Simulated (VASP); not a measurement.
Given:

```yaml
crystal:
  lattice:
    - [1.62277, -2.81072, 0.00000]
    - [1.62277, 2.81072, 0.00000]
    - [0.00000, 0.00000, 5.27814]
  atoms:
    - { symbol: Ga, position: [0.66667, 0.33333, 0.50000] }
    - { symbol: Ga, position: [0.33333, 0.66667, 0.00000] }
    - { symbol: N, position: [0.66667, 0.33333, 0.87700] }
    - { symbol: N, position: [0.33333, 0.66667, 0.37700] }
```

These are HSE06 screened hybrid (exact exchange on a k-mesh reduced by 3x3x2), VASP's PBE PAW potentials (set 64) (plane waves; VASP) values and carry that method's errors. Numerical set-up: PREC = Normal, EDIFF = 1E-5, 400 eV cut-off, 12×12×8 Γ-centred mesh, Gaussian smearing of 0.050 eV, potentials Ga N.

Exact exchange is summed on a reduced mesh (NKRED).

Question: Estimate the energy per atom (σ→0), band gap (on the k-mesh) with the smallest direct gap where there is one.

Answer: 
```
Item                                          Value
-----------------------------------  --------------
band gap (on the k-mesh)                    2.86 eV
smallest direct gap (on the k-mesh)         2.86 eV
energy per atom (σ→0)                -7.391 eV/atom
```

The absolute energy has meaning only against runs of the same code, potentials and settings.

The compound is GaN in the wurtzite structure. It was relaxed first, which changed the volume by +5 %. The cell's shape comes from a PBE relaxation.
